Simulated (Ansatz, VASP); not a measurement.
This is a calculation of AgRh for Ansatz 0.2.0.

Contents of input.yaml:

```yaml
crystal:
  lattice:
    - [2.8320645439, 0.0, 0.0]
    - [-1.416032272, 2.4526398402, 0.0]
    - [0.0, 0.0, 4.9029122571]
  atoms:
    - { symbol: Ag, position: [0.0, 0.0, 0.5] }
    - { symbol: Rh, position: [0.6666666667, 0.3333333333, 0.0] }
hamiltonian:
  xc: pbe
  pseudopotentials: { kind: nc, accuracy: stringent }
kpoints:
  mp_grid: { grid: [11, 11, 6] }
scf:
  occupations: { method: fermi_dirac, width: 0.05 }
output:
  forces: true
  stress: true
  eigenvalues: true
```

Potentials or basis: PseudoDojo stringent (PBE files).

Command:

```sh
$ ansatz run input.yaml --threads 2 --pin off --max-ram 5632MiB --backend cpu --events-out ev --progress --plain --runs-dir out
```

Problem. Translate it to VASP 6.6.1. Potentials there: VASP PAW PBE potentials, release 64 (Ag, Rh_pv).

Solution. As run (the cutoff follows the program's own potentials):

File INCAR:

```
  PREC = Accurate
  ENCUT = 520
  EDIFF = 1E-6
  ISMEAR = -1
  SIGMA = 0.05
  LREAL = False
  LASPH = True
  NELM = 100
  ALGO = Normal
  ISIF = 2
  LWAVE = False
  LCHARG = False
  GGA = PE
  NBANDS = 20
```

File KPOINTS:

```
Automatic mesh
0
Gamma
  11 11 6
```

File POSCAR:

```
AgRh
1.0
    2.8320645439      0.0000000000      0.0000000000
   -1.4160322720      2.4526398402      0.0000000000
    0.0000000000      0.0000000000      4.9029122571
Ag Rh
1 1
Direct
    0.0000000000      0.0000000000      0.5000000000
    0.6666666667      0.3333333333      0.0000000000
```

Potentials or basis: VASP PAW PBE potentials, release 64 (Ag, Rh_pv).

Command:

```bash
$ cat potpaw_PBE.64/Ag/POTCAR potpaw_PBE.64/Rh_pv/POTCAR > POTCAR
$ mpirun -np 1 vasp_std > vasp.out
```

Both were run:

|  | VASP | Ansatz | Ansatz less VASP |
| --- | --- | --- | --- |
| gap on the k mesh at the Fermi level (eV) | none | none | - |
| pressure (GPa) | -9.6 | -9.5 | +0.10 |
| largest component of the traceless stress (GPa) | 0.37 | 0.33 | -0.040 |

A gap of «none» marks a metal or a gap that the smearing closes. The functional is the same, so the differences come from potentials, cutoffs and numerics. The two sets of potentials don't hold the same shells in valence.
